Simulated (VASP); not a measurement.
An input for Quantum ESPRESSO's pw.x (written as the equivalent of a VASP run, and not itself run):

```
&CONTROL
  calculation = 'vc-relax'
  pseudo_dir = './pseudo'
  outdir = './out'
  tprnfor = .true.
  tstress = .true.
  nstep = 60
  forc_conv_thr = 0.00078
/
&SYSTEM
  ibrav = 0
  nat = 3
  ntyp = 2
  ecutwfc = 80
  occupations = 'smearing'
  smearing = 'gaussian'
  degauss = 0.003675
  input_dft = 'pbe'
/
&ELECTRONS
  conv_thr = 7.3e-08
  electron_maxstep = 100
/
&IONS
/
&CELL
/
ATOMIC_SPECIES
  Mo 95.950 Mo.upf
  S 32.060 S.upf
CELL_PARAMETERS angstrom
     1.5918799    0.9190718    6.5633371
    -1.5918799    0.9190718    6.5633371
     0.0000000   -1.8381447    6.5633371
ATOMIC_POSITIONS crystal
  Mo   0.9999682  0.9999682  0.9999682
  S    0.7459331  0.7459331  0.7459331
  S    0.5873987  0.5873987  0.5873987
K_POINTS automatic
  7 7 7 0 0 0
```

### Question
Translate this input to VASP (INCAR, KPOINTS, POSCAR, choice of POTCAR).

### Answer
Several could match; the one computed here: 
**KPOINTS**
```
Automatic mesh
0
Gamma
7 7 7
0 0 0
```

INCAR:
```
SYSTEM = MoS2
PREC = Accurate
ENCUT = 400
EDIFF = 1E-6
NELM = 100
ALGO = Normal
LREAL = .FALSE.
LASPH = .TRUE.
ISMEAR = 0
SIGMA = 0.05
GGA = PE
LMAXMIX = 4
LWAVE = .FALSE.
LCHARG = .FALSE.
IBRION = 2
ISIF = 3
NSW = 60
EDIFFG = -0.02
```

### POSCAR
```
MoS2
1.0
  1.5918798726   0.9190717937   6.5633371202
 -1.5918798726   0.9190717937   6.5633371202
  0.0000000000  -1.8381446667   6.5633371311
Mo S
1 2
Cartesian
 -0.0000000000  -0.0000010793  19.6893845065
 -0.0000000000  -0.0000008051  14.6874311623
 -0.0000000000  -0.0000006340  11.5658878643
```

POTCAR, in this order: Mo_sv S (PBE.64 set). Program: vasp_std.

What does not carry over: the potentials are each code's own (VASP's PAW set, PseudoDojo norm-conserving files in pw.x), so ENCUT and ecutwfc are chosen apart and not converted; conv_thr bounds pw.x's estimated SCF error, while EDIFF bounds the energy change between steps; forc_conv_thr acts on force components and is met together with etot_conv_thr.

The structure was generated: MoS2 was put into the 3R-MoS2 type (R3m), which need not be its known phase. This run relaxes it. Symmetry was kept, so distortions that lower it aren't found. The start is the result of an earlier pass.
